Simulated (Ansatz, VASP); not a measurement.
# NaH22C17S2NO11F18 in two plane-wave programs, part 2 of 2

Aim: how closely do two programs agree when they are given the same cell, functional and k mesh? The cell is taken from a series of runs on this material, whose earlier steps may have relaxed, scaled, displaced or heated it; both programs get it as it stands.

VASP 6.6.1 and Ansatz 0.2.0.

So far: Set-up; Ansatz: single point, PBE with D3(BJ).

**3. VASP: single point, PBE with D3(BJ)**

Level of this step: PBE with D3(BJ); plane waves and PAW (F, C, O, H, N, S, Na_pv) (VASP).

The same cell, functional, mesh and smearing now go to VASP, with its own data sets.

Lines of VASP's logs that name or quote its potential files are left out, and so is its time.

The input, INCAR:

```
SYSTEM = NaH22C17S2NO11F18
PREC = Accurate
ENCUT = 600
EDIFF = 1E-06
NELM = 120
ISMEAR = -1
SIGMA = 0.05
LREAL = Auto
ALGO = Normal
GGA = PE
IVDW = 12
NBANDS = 406
LORBIT = 11
LWAVE = .FALSE.
LCHARG = .FALSE.
ISIF = 2
LASPH = .TRUE.
GGA_COMPAT = .FALSE.
EFERMI = MIDGAP
```

The input, POSCAR:

```
NaH22C17S2NO11F18
1.0
   12.4046100000      0.0000000000      0.0000000000
    0.0000000000     12.4046100000      0.0000000000
    0.0000000000      0.0000000000     12.4046100000
F C O H N S Na
36 34 22 44 2 4 2
Direct
    0.5012800000      0.9381600000      0.4262700000
    0.4298800000      0.0566900000      0.3156600000
    0.4317600000      0.8291100000      0.2544500000
    0.6152000000      0.8523400000      0.2447900000
    0.4793400000      0.8049100000      0.8812600000
    0.6118400000      0.9113400000      0.9228700000
    0.4685000000      0.9989900000      0.7926200000
    0.3356700000      0.9701200000      0.9127900000
    0.0235500000      0.1632500000      0.7983700000
    0.0202700000      0.0205100000      0.6982400000
    0.9002800000      0.2743000000      0.6630300000
    0.8960400000      0.1278600000      0.5503900000
    0.0674100000      0.4175300000      0.5144700000
    0.2385000000      0.3509000000      0.5253200000
    0.2419100000      0.5529700000      0.6235500000
    0.1092200000      0.4987300000      0.7279400000
    0.9341500000      0.8159200000      0.7740900000
    0.0753800000      0.8624300000      0.8737400000
    0.0807400000      0.6822500000      0.6230700000
    0.2139500000      0.7438900000      0.7332000000
    0.2918600000      0.8806100000      0.4012400000
    0.3583300000      0.9099500000      0.5565800000
    0.2724000000      0.0958200000      0.4502700000
    0.1152200000      0.0253400000      0.4482500000
    0.7575800000      0.6602200000      0.8473400000
    0.8170000000      0.7983200000      0.9346500000
    0.7565200000      0.5333200000      0.0280100000
    0.8239700000      0.6699200000      0.1338500000
    0.9935100000      0.7559100000      0.1492600000
    0.0948400000      0.7069700000      0.0195800000
[... 108 atom lines left out ...]
    0.4961400000      0.2909000000      0.7260300000
    0.5799300000      0.1581000000      0.6131200000
    0.3582500000      0.3545600000      0.0668000000
    0.4839200000      0.5210700000      0.0993600000
    0.5378800000      0.9197900000      0.5998900000
    0.3353200000      0.2406700000      0.3522700000
```

The input, KPOINTS:

```
Automatic mesh
0
Gamma
1 1 1
0 0 0
```

The projector-augmented-wave data sets are F, C, O, H, N, S and Na_pv (PBE family, release 64).

Command:

```bash
$ export OMP_NUM_THREADS=3
$ mpirun -np 1 vasp_gam
```

Numbers of over 12 decimals in the logs are rounded to 6 here.

What it wrote:

```text
[banner, memory and clock lines left out]
running    1 mpi-ranks, on    1 nodes
[...]
Offloading initialized ...    1 GPUs detected
[...]
LDA part: xc-table for (Slater+PW92), standard interpolation
 POSCAR, INCAR and KPOINTS ok, starting setup
[...]
entering main loop
       N       E                     dE             d eps       ncg     rms          rms(c)
DAV:   1     0.644523771924E+04    0.64452E+04   -0.37830E+05   828   0.163E+03
DAV:   2    -0.157088656717E+03   -0.66023E+04   -0.63218E+04   996   0.391E+02
DAV:   3    -0.829622777543E+03   -0.67253E+03   -0.66517E+03   970   0.139E+02
DAV:   4    -0.850512274228E+03   -0.20889E+02   -0.20748E+02  1032   0.285E+01
[...]
DAV:  19    -0.788852426664E+03    0.58233E-05   -0.10292E-05   952   0.111E-02    0.308E-03
DAV:  20    -0.788852425108E+03    0.15556E-05   -0.44558E-06   912   0.674E-03    0.221E-03
DAV:  21    -0.788852424688E+03    0.42000E-06   -0.81076E-07   656   0.298E-03
   1 F= -.79578169E+03 E0= -.79578169E+03  d E =-.421278E-18
```

OUTCAR, selected parts (step 3):

```text
  FREE ENERGIE OF THE ION-ELECTRON SYSTEM (eV)
  ---------------------------------------------------
  free  energy   TOTEN  =      -795.7816908682 eV

  energy  without entropy=     -795.7816908682  energy(sigma->0) =     -795.78169087
```

The run ends at a pressure of 1.64 GPa, with forces up to 7.4 eV/Å.

**4. Differences**

Known differences besides the potentials themselves: the data sets hold 616 valence electrons in Ansatz (on its default PAW (the set named soft_2) files) and 612 in VASP; the cutoff is 420 eV in Ansatz and 600 eV in VASP (PREC = Accurate, projectors in real space). Total energies have different zeros and are not compared.

The two programs side by side:

| quantity | Ansatz | VASP | difference |
| --- | --- | --- | --- |
| pressure (GPa) | 1.48 | 1.64 | -0.16 |
| gap on the k mesh (eV) | 4.431 | 4.403 | +0.028 |

Forces on 10 of the 144 atoms, those with the largest forces and the largest differences (eV/Å; atoms numbered as in POSCAR):

| atom | Ansatz x, y, z | VASP x, y, z |
| --- | --- | --- |
| C42 | -0.858, -2.421, 1.382 | -1.283, -2.360, 1.203 |
| C43 | 0.771, 1.596, -4.510 | 0.979, 1.405, -4.381 |
| C46 | -1.552, 1.087, -3.591 | -1.359, 0.689, -3.670 |
| C50 | -2.531, -0.800, 1.389 | -2.925, -0.642, 1.598 |
| C51 | 0.682, -0.361, 0.617 | 0.785, -0.586, 1.019 |
| C65 | 2.607, 0.068, 3.125 | 2.591, 0.109, 3.161 |
| O79 | -2.113, -0.074, -3.553 | -1.986, -0.020, -3.308 |
| O85 | -2.410, -1.470, -2.755 | -2.002, -1.419, -2.685 |
| S139 | -2.545, 3.667, 4.548 | -2.814, 3.868, 4.461 |
| S140 | 1.816, -6.898, -2.370 | 1.652, -6.859, -2.177 |

The forces differ by 143 meV/Å r.m.s., which is 12.1 % of the r.m.s. force of 1.183 eV/Å (both taken over all components). A gap on the mesh is an upper bound, since the band edges may lie between its points.

**5. Outcome**

* r.m.s. force difference (single point, PBE with D3(BJ)): 12 % of the r.m.s. force

The r.m.s. force difference is 12 % of the r.m.s. force (single point, PBE with D3(BJ)), beyond the 3 % picked in this series as the mark of a large difference. The data sets hold unlike numbers of valence electrons (616 in Ansatz and 612 in VASP), so part of the differences comes from the potentials. What causes the difference of the single point, PBE with D3(BJ) pair stays open here. Such differences can come from data sets, numerical settings and the points named under the comparisons, not from the functional's error against experiment.

[Lines on the potential files, build, host, timing and source positions are cut from VASP's logs without a mark.]

[Logs are printed without paths, hosts, clocks, repeated set-up lines and the standing remarks that a program may print on its own settings, such as how far it seeks lower states.]

[Hosts, paths, dates, database ids (printed as entryN), source tags and the programs' standing remarks are cut or masked in the printed files.]
